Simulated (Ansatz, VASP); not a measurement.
## Te in two plane-wave programs

Wanted: the spread between two codes on one cell, functional and k mesh. The cell is taken from a series of VASP runs on this material, whose earlier steps may have relaxed, scaled or displaced it; both programs get it as it stands.

Calculated with Ansatz 0.2.0; plane waves, with VASP 6.6.1 beside it; band structure at HSE06.

### Step 1. The structure

The structure is trigonal, space group P3_121 (No. 152). Conventional cell: a = 4.392 Å, b = 4.392 Å, c = 6.005 Å, α = 90.00°, β = 90.00°, γ = 120.00°. Te has 2 Te at 2.92 Å nearest.

### Step 2. Ansatz: band structure, HSE06

Ansatz runs on its default PAW (the set named soft_2) files.

Levels along a path test the potential and the projectors away from the mesh points.

input.yaml

```yaml
crystal:
  lattice:
    - [4.3922221336, 0.0, 0.0]
    - [-2.1961110668, 3.8037759467, 0.0]
    - [0.0, 0.0, 6.0053047767]
  atoms:
    - { symbol: Te, position: [0.2788592501, 0.0, 0.3333333333] }
    - { symbol: Te, position: [0.0, 0.2788592501, 0.6666666667] }
    - { symbol: Te, position: [0.7211407499, 0.7211407499, 0.0] }
hamiltonian:
  xc: { exchange: pbe, correlation: pbe, exx: { coeff: 0.25, omega: 0.2 } }
  pseudopotentials: { kind: paw }
kpoints:
  mp_grid: { grid: [4, 4, 3] }
  band_path:
    path:
      - [0.0, 0.0, 0.0]
      - [0.4, 0.0, 0.0]
      - [0.4, 0.2, 0.0]
      - [0.2, 0.2, 0.0]
      - [0.0, 0.0, 0.1]
      - [0.0, 0.0, 0.5]
      - [0.4, 0.0, 0.5]
      - [0.4, 0.2, 0.5]
      - [0.33333, 0.33333, 0.5]
      - [0.2, 0.2, 0.5]
      - [0.5, 0.0, 0.4]
      - [0.33333, 0.33333, 0.0]
      - [0.33333, 0.33333, 0.5]
    npoints: 1
scf:
  occupations: { method: gaussian, width: 0.05 }
  n_extra_bands: 7
output:
  forces: true
  stress: true
  eigenvalues: true
  write_density: true
  write_potential: true
  elf: true
  volumetric_format: npy
```

Command:

```bash
$ ansatz run input.yaml --threads 4 --pin off --max-ram 9216MiB --backend cpu --events-out ev --progress --plain --runs-dir out
```

Numbers of over 12 decimals in the logs are rounded to 6 here.

Output:

```text
Warning: output.stress: scf.convergence.dr2_threshold = 1e-7 eV (the SCF's general default) is looser than the 3e-10 eV advised for a printed stress (1e-10 eV for each atom of the cell: 3). What an SCF threshold leaves in a stress goes as its square root, and in the free energy as the threshold itself, and one threshold admits the most on a small cell: [figures from the program's tests cut] Set scf.convergence.dr2_threshold to 3e-10 eV or tighter. The threshold is an SCF's pass mark: one that does not reach it within its budget of iterations ends unconverged, or closes short of it on a stop that the run arms, and scf.convergence.dr2_threshold's page says what that costs each kind of run
Warning: output.stress: scf.exx.energy_threshold = 1e-6 eV is looser than the 3e-8 eV advised for a stress under a hybrid functional (1e-8 eV for each atom of the cell: 3). Every SCF of the exchange loop can meet its threshold on dr2 while the loop round them stops early: no threshold on dr2 bounds what that leaves in the stress. Set scf.exx.energy_threshold to 3e-8 eV or tighter. The threshold is the loop's pass mark: a loop that does not reach it within its budget of cycles ends unconverged, and scf.exx.energy_threshold's page has the law
scf.n_extra_bands = 7 over 24 filled bands (N_el = 48.0): the run solves 31 bands
Engine: ansatz 0.2.0, aarch64-unknown-linux-gnu
Pseudopotentials: kind: paw
Pseudopotential: Te, paw, valence charge 16, recommended cutoff 420 eV (normal), Te.paw.azcp
Functional definition: unnamed
  parameter a_1 = 0.25
  parameter omega_1 = 0.2/angstrom
  exchange = pbe_x + (-a_1)*pbe_x_sr(omega_1) + a_1*exact_x_sr(omega_1)
  correlation = pbe_c
Crystal: 3 atoms, lattice volume = 100.331 Å³
Basis set: ecut = 420 eV, 1947 PW (Γ), exchange–correlation on 60×60×90 points (8 copies of the dense FFT grid, shifted against one another)
Bands: 31, of which v1, the nominal top of the filled ones, is band 24 counted from 1 (23 counted from 0)
Symmetry: 6 space group operations
Space group: P3121 (ITA 152), of the structure as read, at distance tolerance 4.6e-5 Å
k-points: 9 of 48 (time reversal used)
Non-local potential: Te, projectors of the file, l = 0: 2, l = 1: 2, l = 2: 2, l = 3: 2
PAW form: soft (Blöchl's): semilocal exchange-correlation on the pseudo side does not see the compensation charge
PAW frozen core: Te, regenerated for the run's functional, and the local potential with it (the file was generated under x = pbe(κ = 0.804, μ = 0.219515), c = pbe(β = 0.066725))
PAW one-centre angular grid: Te, 590 points (default); XC on 64 Gauss nodes
Initial density: superposition of atomic densities (neutral atoms: chi_scale 0, normalization atom), corrected by the library's trained network
Initial wavefunctions: pseudopotential atomic-orbital guess
Functional: x = pbe(κ = 0.804, μ = 0.219515), c = pbe(β = 0.066725), warm-up for x = pbe(κ = 0.804, μ = 0.219515) + 0.25 (exact − pbe) at short range (hse, ω = 0.2 Å⁻¹), c = pbe(β = 0.066725)
SCF iter   1: F=—  HF=-20939.817884 eV  |F-HF|=—  |Δ(HF+E_count)|=         —  Δρ=1.82e-3  dr2=2.44e-3  ethr=1.77e-3  ⟨swp⟩=13.1  Hψ=1271  notcnv=1
preconditioner: auto → none  [insulator: Δε(μ)=0.719 eV  Ē_g=9.843 eV  σ=0.050 eV  W_gap=1.00  n_scr=22 (ndim 8)  ℏωp=15.7 eV  f_vac=0.021  D(μ)=0.00/eV (n_scr^D=0)]
SCF iter   2: F=—  HF=-20939.819034 eV  |F-HF|=—  |Δ(HF+E_count)|=   1.15e-3  Δρ=8.32e-4  dr2=4.06e-4  ethr=5.09e-6  ⟨swp⟩=4.6  Hψ=813  notcnv=0  defer=14
SCF iter   3: F=—  HF=-20939.819341 eV  |F-HF|=—  |Δ(HF+E_count)|=   3.06e-4  Δρ=2.88e-4  dr2=5.91e-5  ethr=8.45e-7  ⟨swp⟩=3.7  Hψ=593  notcnv=0  defer=6
iter 4 solved again at ethr=3.08e-9 eV; its pass at ethr=1.23e-7 eV (dr2=1.48e-6 eV) is discarded
SCF iter   4: F=-20939.819383 eV  HF=-20939.819382 eV  |F-HF|=1.22e-6  |Δ(HF+E_count)|=   4.16e-5  Δρ=4.30e-5  dr2=1.16e-6  ethr=3.08e-9  ⟨swp⟩=3.2  Hψ=1253  notcnv=0  defer=2
eigensolver tolerance schedule: the retry pair's looser diagonalisation over-reported the residual by 0.27 of it (diagonalisation noise at 0.28 of the residual, at the tolerance the schedule requests for it); recorded, not acted on — ethr = c·dr2/N_el stays at c = 1.0e-1
SCF 1 stopped early in 4 iterations: F = -20939.819383 eV  dr2 = 1.16e-6
  greatest PAW one-centre occupation: 0.998 electrons in one spin orbital (limit 2), on the Te atom at site 1 (counted from 0), in its partial waves of l = 2
Initial density: handed on by an earlier stage of this run
Initial wavefunctions: those handed on with the density
Functional: x = pbe(κ = 0.804, μ = 0.219515) + 0.25 (exact − pbe) at short range (hse, ω = 0.2 Å⁻¹), c = pbe(β = 0.066725)
Exchange kernel: α = 0.2500, screened, ω = 0.2000 Å⁻¹, Wigner–Seitz truncation, v(0) = 1120.8592 eV·Å³, q-mesh 4×4×3, nearest image of the exchange supercell L = 17.57 Å, pair-density grid 20×20×27, without the augmentation charges, whose exchange is taken in its separable form by FFT convolution over the k-point mesh (sized by the pseudopotential files, 27×27×45 at the most), smooth part of the exact exchange by density-matrix convolution
Frozen-core exchange: fock
SCF iter   1: F=—  HF=-20952.840020 eV  |F-HF|=—  |Δ(HF+E_count)|=         —  Δρ=3.98e-3  dr2=1.12e-2  ethr=2.42e-8  ⟨swp⟩=12.2  Hψ=1704  notcnv=0
preconditioner: auto → none  [insulator: Δε(μ)=1.107 eV  Ē_g=10.999 eV  σ=0.050 eV  W_gap=1.00  n_scr=22 (ndim 8)  ℏωp=15.7 eV  f_vac=0.020  D(μ)=0.00/eV (n_scr^D=0)]
SCF iter   2: F=—  HF=-20952.836548 eV  |F-HF|=—  |Δ(HF+E_count)|=   3.47e-3  Δρ=1.70e-3  dr2=3.44e-3  ethr=2.42e-8  ⟨swp⟩=5.0  Hψ=1251  notcnv=0
SCF iter   3: F=—  HF=-20952.847159 eV  |F-HF|=—  |Δ(HF+E_count)|=   1.06e-2  Δρ=9.86e-4  dr2=8.70e-4  ethr=2.42e-8  ⟨swp⟩=5.0  Hψ=1129  notcnv=0
SCF iter   4: F=—  HF=-20952.846923 eV  |F-HF|=—  |Δ(HF+E_count)|=   2.35e-4  Δρ=1.03e-4  dr2=7.81e-5  ethr=2.42e-8  ⟨swp⟩=4.7  Hψ=949  notcnv=0
SCF iter   5: F=—  HF=-20952.847282 eV  |F-HF|=—  |Δ(HF+E_count)|=   3.58e-4  Δρ=1.49e-4  dr2=2.16e-5  ethr=1.41e-8  ⟨swp⟩=4.1  Hψ=819  notcnv=0
SCF iter   6: F=-20952.847277 eV  HF=-20952.847277 eV  |F-HF|=4.59e-8  |Δ(HF+E_count)|=   4.91e-6  Δρ=8.21e-6  dr2=3.55e-6  ethr=1.41e-8  ⟨swp⟩=3.0  Hψ=650  notcnv=0
SCF 2 stopped early in 6 iterations: F = -20952.847277 eV  dr2 = 3.55e-6
  Residual-converged pass: ⟨swp⟩=4.0  Hψ=768  notcnv=0  max |occ|·‖R‖ = 6.2e-6 eV (tolerance 6.7e-6 eV)  dr2=3.54e-6  dr2_onsite=5.49e-9  max |Δocc| = 1.8e-64
hybrid outer 1: dexx = +1.356e-2 eV, tail = 1.67e-4 eV
Exchange kernel: α = 0.2500, screened, ω = 0.2000 Å⁻¹, Wigner–Seitz truncation, v(0) = 1120.8592 eV·Å³, q-mesh 4×4×3, nearest image of the exchange supercell L = 17.57 Å, pair-density grid 20×20×27, without the augmentation charges, whose exchange is taken in its separable form by FFT convolution over the k-point mesh (sized by the pseudopotential files, 27×27×45 at the most), smooth part of the exact exchange by density-matrix convolution
Frozen-core exchange: fock
SCF iter   1: F=—  HF=-20952.847330 eV  |F-HF|=—  |Δ(HF+E_count)|=         —  Δρ=4.36e-5  dr2=1.97e-6  ethr=1.74e-6  ⟨swp⟩=4.1  Hψ=591  notcnv=0
preconditioner: auto → none  [insulator: Δε(μ)=1.160 eV  Ē_g=11.019 eV  σ=0.050 eV  W_gap=1.00  n_scr=22 (ndim 8)  ℏωp=15.7 eV  f_vac=0.020  D(μ)=0.00/eV (n_scr^D=0)]
SCF iter   2: F=—  HF=-20952.847332 eV  |F-HF|=—  |Δ(HF+E_count)|=   1.95e-6  Δρ=1.92e-5  dr2=2.72e-7  ethr=3.44e-9  ⟨swp⟩=4.2  Hψ=856  notcnv=0  defer=1
SCF iter   3: F=—  HF=-20952.847332 eV  |F-HF|=—  |Δ(HF+E_count)|=   3.58e-8  Δρ=8.36e-6  dr2=3.15e-8  ethr=5.39e-10  ⟨swp⟩=3.8  Hψ=563  notcnv=0  defer=10
SCF iter   4: F=—  HF=-20952.847332 eV  |F-HF|=—  |Δ(HF+E_count)|=   2.44e-9  Δρ=4.09e-6  dr2=5.41e-9  ethr=5.58e-11  ⟨swp⟩=4.2  Hψ=606  notcnv=0  defer=6
SCF iter   5: F=-20952.847332 eV  HF=-20952.847332 eV  |F-HF|=5.17e-10  |Δ(HF+E_count)|=   2.56e-9  Δρ=7.41e-7  dr2=6.29e-10  ethr=1.07e-11  ⟨swp⟩=3.3  Hψ=705  notcnv=0  defer=3
SCF 3 converged in 5 iterations: F = -20952.847332 eV  dr2 = 6.29e-10
  Residual-converged pass: ⟨swp⟩=3.8  Hψ=641  notcnv=0  max |occ|·‖R‖ = 5.1e-7 eV (tolerance 5.4e-7 eV)  dr2=6.33e-10  dr2_onsite=2.87e-10  max |Δocc| = 1.2e-67
hybrid outer 2: dexx = +2.076e-6 eV, tail = 2.95e-8 eV, Δε = 2.42e-3 eV (about 7.46e-5 eV left of the loop's levels), ΔF = 1.29e-3 eV/Å (tail 5.17e-4)
NSCF: frozen V_eff on 13 k-points
hybrid SCF converged: 2 outer / 11 inner (+4 warm-up), last move |dexx| = 2.08e-6 eV, tail = 2.95e-8 eV
Stability not checked: this state was not tested for a lower state beside it, because the functional holds exact exchange (a hybrid, or Hartree-Fock), whose exchange loop this test does not read (fock_operator; see scf.lower_state_search)
Free energy (F): -20952.847332 eV
Frozen-core exchange: fock
Harris-Foulkes:  -20952.847332 eV  (|F-HF|=5.17e-10)
Internal energy: -20952.847332 eV  (E = F + TS)
E sigma→0 (E₀):  -20952.847332 eV
Fermi energy:    8.965935 eV
--- Per-component energies (eV) ---
  E_band       = -891.146780
  E_kinetic    = 538.229175
  E_local      = -3739.839798  (includes V_loc(G=0)·N_el)
  E_nonlocal   = -935.842742
  E_hartree    = 2398.638847
  E_xc         = -299.548939
  E_vxc        = -250.384163  (∫ρ·V_xc dr)
  E_exx        = -135.608639  (= α·E_x^exact, valence–valence)
  E_paw        = -13936.099190  (= ΣΔE_a)
  E_vpaw       = -1029.370989  (= ΣTr[D̂ρ^β])
  E_aug_tail   = -0.000472  (compensation charges beyond the density's cutoff)
  E_ewald      = -4842.234382
  E_core_change = -0.541192  (= ΣΔE_core)
  E_smearing   = -0.000000  (= −TS)
  E_closure    = 0.000000  (closes the sum)
  Σ components = -20952.847332   (vs F -20952.847332, Δ=0.00e0)
--- Forces (eV/Å), atoms counted from 1 ---
  atom   1  Te    -0.48699343    -0.00000000     0.00000000
  atom   2  Te     0.24349672    -0.42174869    -0.00000000
  atom   3  Te     0.24349672     0.42174869     0.00000000
  max |Σ_I F_I| component: 1.11e-16 eV/Å
--- Stress (GPa, compression-positive) ---
       -0.288708       0.000000      -0.000000
        0.000000      -0.288708       0.000000
        0.000000       0.000000      -2.003907
  P = ⅓ Tr σ = -0.8604 GPa (-8.604 kbar)
--- Band table (eV; the first three rows and the last of 9) ---
  k-point 0: bands = [... 20 lower, 5.8965, 6.8141, 6.8141, 7.5277, 10.1152, 10.1152, 10.8785, 14.2874, ... 3 higher]
  k-point 1: bands = [... 20 lower, 5.9498, 7.0999, 7.4790, 7.6401, 9.5445, 9.5786, 9.9838, 13.3343, ... 3 higher]
  k-point 2: bands = [... 20 lower, 4.9297, 7.0441, 7.7082, 7.8298, 9.8327, 10.1211, 10.9673, 12.8988, ... 3 higher]
  k-point 8: bands = [... 20 lower, 4.0871, 5.9806, 7.6197, 8.3836, 9.6656, 10.6041, 11.8592, 14.1302, ... 3 higher]
```

Wall time 55 s (4 threads of Arm Neoverse V2, shared host); peak memory 0.97 GiB.

### Step 3. VASP: band structure, HSE06

The same cell, functional, mesh and smearing now go to VASP, with its own data sets and cutoff.

Lines of VASP's logs that name or quote its potential files are left out, and so is its time.

The run reads the wave functions of an earlier VASP run, which isn't shown here.

INCAR

```
SYSTEM = Te
PREC = Accurate
ENCUT = 400
EDIFF = 1E-06
NELM = 100
ISMEAR = 0
SIGMA = 0.05
LREAL = .FALSE.
ALGO = Normal
LHFCALC = .TRUE.
AEXX = 0.25
GGA = PE
HFSCREEN = 0.2
LASPH = .TRUE.
NBANDS = 15
PRECFOCK = Fast
LORBIT = 11
LWAVE = .FALSE.
LCHARG = .FALSE.
KPAR = 2
```

POSCAR

```
Te
1.0
    4.3922221336      0.0000000000      0.0000000000
   -2.1961110668      3.8037759467      0.0000000000
    0.0000000000      0.0000000000      6.0053047767
Te
3
Direct
    0.2788592501      0.0000000000      0.3333333333
    0.0000000000      0.2788592501      0.6666666667
    0.7211407499      0.7211407499      0.0000000000
```

KPOINTS

```
Automatic mesh
0
Gamma
4 4 3
0 0 0
```

KPOINTS_OPT

```
Line mode
6
Line-mode
Reciprocal
  0.00000000   0.00000000   0.00000000 GAMMA
  0.50000000   0.00000000   0.00000000 M

  0.50000000   0.00000000   0.00000000 M
  0.33333333   0.33333333   0.00000000 K

  0.33333333   0.33333333   0.00000000 K
  0.00000000   0.00000000   0.00000000 GAMMA

  0.00000000   0.00000000   0.00000000 GAMMA
  0.00000000   0.00000000   0.50000000 A

  0.00000000   0.00000000   0.50000000 A
  0.50000000   0.00000000   0.50000000 L

  0.50000000   0.00000000   0.50000000 L
  0.33333333   0.33333333   0.50000000 H

  0.33333333   0.33333333   0.50000000 H
  0.00000000   0.00000000   0.50000000 A

  0.50000000   0.00000000   0.50000000 L
  0.50000000   0.00000000   0.00000000 M

  0.33333333   0.33333333   0.00000000 K
  0.33333333   0.33333333   0.50000000 H
```

Potentials, in the order of the species: Te (PBE family, release 64).

Command:

```bash
$ mpirun -np 2 vasp_std
```

Output:

```text
[banner, memory and clock lines left out]
running    2 mpi-ranks, on    1 nodes
 distrk:  each k-point on    1 cores,    2 groups
 distr:  one band on    1 cores,    1 groups

 POSCAR found type information on POSCAR Te
 POSCAR found :  1 types and       3 ions
 LDA part: xc-table for (Slater+PW92), standard interpolation
 found WAVECAR, reading the header
 POSCAR, INCAR and KPOINTS ok, starting setup
 FFT: planning ... GRIDC
 FFT: planning ... GRID_SOFT
 FFT: planning ... GRID
 reading WAVECAR
 the WAVECAR file was read successfully
 initial charge from wavefunction
 entering main loop
       N       E                     dE             d eps       ncg     rms          rms(c)
DAV:   1    -0.117956322448E+02   -0.11796E+02   -0.26731E+00   270   0.106E+01    0.205E+01
DAV:   2    -0.118153284387E+02   -0.19696E-01   -0.56516E-02   326   0.171E+00    0.137E+01
DAV:   3    -0.118144115871E+02    0.91685E-03   -0.27214E-03   410   0.307E-01    0.882E+00
DAV:   4    -0.118138569208E+02    0.55467E-03   -0.42378E-04   347   0.118E-01    0.534E+00
DAV:   5    -0.118137031717E+02    0.15375E-03   -0.14322E-04   354   0.685E-02    0.322E+00
DAV:   6    -0.118136687954E+02    0.34376E-04   -0.41640E-05   354   0.373E-02    0.193E+00
DAV:   7    -0.118136652510E+02    0.35444E-05   -0.12401E-05   347   0.208E-02    0.116E+00
DAV:   8    -0.118136678749E+02   -0.26240E-05   -0.39271E-06   340   0.119E-02    0.691E-01
DAV:   9    -0.118136706779E+02   -0.28030E-05   -0.11321E-06   254   0.688E-03    0.413E-01
DAV:  10    -0.118136726894E+02   -0.20115E-05   -0.65764E-07   219   0.564E-03    0.246E-01
DAV:  11    -0.118136740508E+02   -0.13613E-05   -0.24207E-07   177   0.350E-03    0.146E-01
DAV:  12    -0.118136749155E+02   -0.86478E-06   -0.11464E-07   184   0.240E-03
   1 F= -.11813675E+02 E0= -.11813675E+02  d E =-.204840E-12
 Start KPOINTS_OPT (optional k-point list driver)
k-point batch [1-9\54]
       N       E                     dE             ncg
DAV:   1     0.627904499831E+03   -0.20077E+04      270
DAV:   2     0.146904085124E+02   -0.61321E+03      333
DAV:   3    -0.559870505648E+02   -0.70677E+02      305
DAV:   4    -0.581180123881E+02   -0.21310E+01      419
DAV:   5    -0.581408328514E+02   -0.22820E-01      361
DAV:   6    -0.581410737657E+02   -0.24091E-03      412
DAV:   7    -0.581410770366E+02   -0.32709E-05      278
DAV:   8    -0.581410771023E+02   -0.65717E-07      247
[...]
k-point batch [46-54\54]
       N       E                     dE             ncg
DAV:   1     0.565275916070E+03   -0.38296E+04      270
DAV:   2    -0.398777631483E+02   -0.60515E+03      347
DAV:   3    -0.102193752506E+03   -0.62316E+02      319
DAV:   4    -0.104096622401E+03   -0.19029E+01      426
DAV:   5    -0.104118799547E+03   -0.22177E-01      326
DAV:   6    -0.104119040511E+03   -0.24096E-03      384
DAV:   7    -0.104119044215E+03   -0.37047E-05      248
DAV:   8    -0.104119044319E+03   -0.10334E-06      240
```

(Part 1 of 2 ends here.)

[Lines on the potential files, build, host, timing and source positions are cut from VASP's logs without a mark.]

[Logs are printed without paths, hosts, clocks, repeated set-up lines and the standing remarks that a program may print on its own settings, such as how far it seeks lower states.]

[Hosts, paths, dates, database ids (printed as entryN), source tags and the programs' standing remarks are cut or masked in the printed files.]
